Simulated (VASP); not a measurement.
Energy against volume of Li$_{2}$S (antifluorite). These are PBE GGA with D3 dispersion (zero damping), VASP's PBE PAW potentials (set 64) (plane waves; VASP) values and carry that method's errors. Run with 520 eV cut-off, 7×7×7 Γ-centred mesh, Gaussian smearing of 0.050 eV, potentials Li_sv S.

```json
[
 {"V (Å³/atom)": "13.724", "E (eV/atom)": "-4.17620"},
 {"V (Å³/atom)": "14.162", "E (eV/atom)": "-4.18315"},
 {"V (Å³/atom)": "14.600", "E (eV/atom)": "-4.18562"},
 {"V (Å³/atom)": "15.038", "E (eV/atom)": "-4.18416"}
]
```

Question: Fit these four points and predict the energy of the run at 15.476 Å³/atom.

Answer: A cubic in V^(−2/3), the third-order Birch-Murnaghan form, passes through the four points with V0 = 14.65 Å³/atom and B0 = 47 GPa, and gives -4.1792 eV/atom there. The run gave -4.1794 eV/atom, -0.2 meV/atom from the fit; all five points give B0 = 47 GPa.

The compound is Li2S in the antifluorite structure. It was relaxed first, which changed the volume by -6 %.
